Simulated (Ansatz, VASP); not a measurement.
**Two plane-wave programs on SbW2**

The input INCAR:

```
PREC     = Accurate       # precision mode
ENCUT    = 520            # plane-wave cutoff, eV
EDIFF    = 1E-7           # SCF threshold, eV
ISMEAR   = -1             # smearing method
SIGMA    = 0.05           # smearing width, eV
LREAL    = False          # projectors in reciprocal space
LASPH    = True           # aspherical terms in the spheres
NELM     = 80             # most SCF steps
ALGO     = Normal         # electronic algorithm
ISIF     = 2              # what is computed and relaxed
LWAVE    = False          # write WAVECAR
LCHARG   = False          # write CHGCAR
GGA      = PE             # functional
NBANDS   = 24             # bands
```

Contents of KPOINTS:

```
Automatic mesh
0
Gamma
  7 7 7
```

Contents of POSCAR:

```
SbW2
1.0
    0.0000000000      3.1330100000      3.1330100000
    3.1330100000      0.0000000000      3.1330100000
    3.1330100000      3.1330100000      0.0000000000
Sb W
1 2
Direct
    0.5000000000      0.5000000000      0.5000000000
    0.2500000000      0.2500000000      0.2500000000
    0.7500000000      0.7500000000      0.7500000000
```

File input.yaml:

```yaml
crystal:
  lattice:
    - [0.0, 3.13301, 3.13301]
    - [3.13301, 0.0, 3.13301]
    - [3.13301, 3.13301, 0.0]
  atoms:
    - { symbol: Sb, position: [0.5, 0.5, 0.5] }
    - { symbol: W, position: [0.25, 0.25, 0.25] }
    - { symbol: W, position: [0.75, 0.75, 0.75] }
hamiltonian:
  xc: pbe
  pseudopotentials: { kind: paw }
kpoints:
  mp_grid: { grid: [7, 7, 7] }
  band_path:
    path:
      - [[0.0, 0.0, 0.0], [0.5, 0.0, 0.5], [0.5, 0.25, 0.75], [0.375, 0.375, 0.75], [0.0, 0.0, 0.0], [0.5, 0.5, 0.5], [0.625, 0.25, 0.625], [0.5, 0.25, 0.75], [0.5, 0.5, 0.5], [0.375, 0.375, 0.75]]
      - [[0.625, 0.25, 0.625], [0.5, 0.0, 0.5]]
    npoints: 14
scf:
  occupations: { method: fermi_dirac, width: 0.05 }
  n_extra_bands: 7
output:
  forces: true
  stress: true
  eigenvalues: true
  fatbands: false
```

The cell was built by a generator and needn't be a form met in nature.

Alike in both runs: functional PBE; k mesh 7 × 7 × 7; occupations fermi-dirac, width 0.05 eV; no spin polarisation.

|  | VASP | Ansatz |
| --- | --- | --- |
| version | VASP 6.6.1 | Ansatz 0.2.0 |
| potentials or method | VASP PAW PBE potentials, release 64 (Sb, W_sv) | Ansatz PAW |
| plane-wave cutoff (eV) | 520 | 420 |
| valence electrons in the cell | 33 | 43 |
| task | single point | band structure |

VASP gave:

| Property | Result |
| --- | --- |
| gap on the k mesh at the Fermi level (eV) | none |
| pressure (GPa) | 0.2 |

Task: Estimate Ansatz's values.

Result: gap on the k mesh at the Fermi level (eV): none; pressure (GPa): 0.0.

A gap of «none» marks a metal or a gap that the smearing closes. The two sets of potentials don't hold the same shells in valence.

Caveats: spin-orbit coupling is left out, which moves the levels of the heavy elements (Ansatz). The runs have no spin-orbit coupling, so splittings on Sb, W are missing.
